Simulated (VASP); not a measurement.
Crystal: Be3Te2O.

```xyz
6
Lattice="-1.8000 1.8000 7.3500 1.8000 -1.8000 7.3500 1.8000 1.8000 -7.3500" Properties=species:S:1:pos:R:3 pbc="T T T"
Be    1.8000    0.0000    0.6615
Be    1.8000    0.0000    6.6885
Be    0.0000    1.8000    3.6750
Te    0.0000    0.0000    9.7020
Te    0.0000    0.0000    4.9980
O     0.0000    0.0000    0.0000
```

The cell was built by a generator and needn't be a form met in nature.

| Item | Value |
| --- | --- |
| Program | VASP 6.6.1 |
| Task | relaxation of cell and atoms |
| Functional | PBE |
| Potentials or basis | VASP PAW PBE potentials, release 64 (Be, Te, O) |
| Cutoff | 520 eV |
| k mesh | 5 × 5 × 5 |
| Occupations | gaussian, width 0.15 eV |
| Spin | no spin polarisation |

At the start: pressure 4.2 GPa; volume 15.88 Å³/atom.

**Question.** Where does the relaxation end?

**Answer.** Over 7 steps the energy falls by 65.8 meV/atom and the volume is 16.48 Å³/atom (+3.8 %); space group I-4m2 (No. 119, to 0.05 Å).

Step by step:
```tsv
step	energy change (eV)	largest force (eV/Å)	pressure (GPa)	volume (Å³)
1	0.0000	2.2899	4.17	95.26
2	-0.3551	0.5092	-1.41	101.07
3	-0.3591	0.3498	-1.78	101.70
4	-0.3821	0.2330	0.12	99.21
5	-0.3821	0.2414	0.25	99.07
6	-0.3878	0.1831	0.20	99.02
7	-0.3948	0.0728	-0.10	98.87
```

Final structure:
```
CELL_PARAMETERS angstrom
-1.83177 1.83177 7.36660
1.83177 -1.83177 7.36660
1.83177 1.83177 -7.36660
ATOMIC_POSITIONS crystal
Be 0.04269 0.54269 0.50000
Be 0.45731 0.95731 0.50000
Be 0.75000 0.25000 0.50000
Te 0.64854 0.64854 0.00000
Te 0.35146 0.35146 0.00000
O 0.00000 0.00000 0.00000
```

Caveat: the k mesh is coarse (spacing up to 0.49 Å⁻¹), so the values aren't converged.
